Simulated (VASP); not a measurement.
Given:

```xyz
4
Lattice="3.5100 0.0000 0.0000 0.0000 3.5100 0.0000 0.0000 0.0000 3.5100" Properties=species:S:1:pos:R:3 pbc="T T T"
Si     0.0000     0.0000     0.0000
Ni     0.0000     1.7550     1.7550
Ni     1.7550     0.0000     1.7550
Ni     1.7550     1.7550     0.0000
```

Method: PW91 GGA, VASP's PBE PAW potentials (set 64) (plane waves; VASP). Run with 520 eV cut-off, Gaussian smearing of 0.050 eV, potentials Si Ni.

### Question
Give the energies of bands 7 to 20 at the high-symmetry points, in eV from the Fermi level.

### Answer

```csv
band,Γ,X,M,R
7,-3.49,-2.83,-2.67,-3.65
8,-1.52,-2.14,-2.67,-2.17
9,-1.52,-2.14,-2.06,-2.17
10,-1.52,-2.02,-2.06,-2.17
11,-0.84,-1.91,-1.51,-1.41
12,-0.84,-1.28,-1.41,-1.41
13,-0.84,-1.28,-1.41,-1.41
14,-0.60,-1.26,-1.39,-1.22
15,-0.60,-1.12,-1.09,-1.22
16,-0.28,-0.54,-0.98,-0.30
17,0.06,0.06,-0.92,-0.18
18,0.06,3.61,0.67,-0.18
19,0.06,3.61,0.67,-0.18
20,4.81,5.20,5.58,1.20
```

It has no gap at this level: it comes out as a metal or semimetal.

The compound is Ni3Si in the L1_2 structure. The cell was not relaxed at this level. The run is not spin-polarised, so no magnetic state was tried.
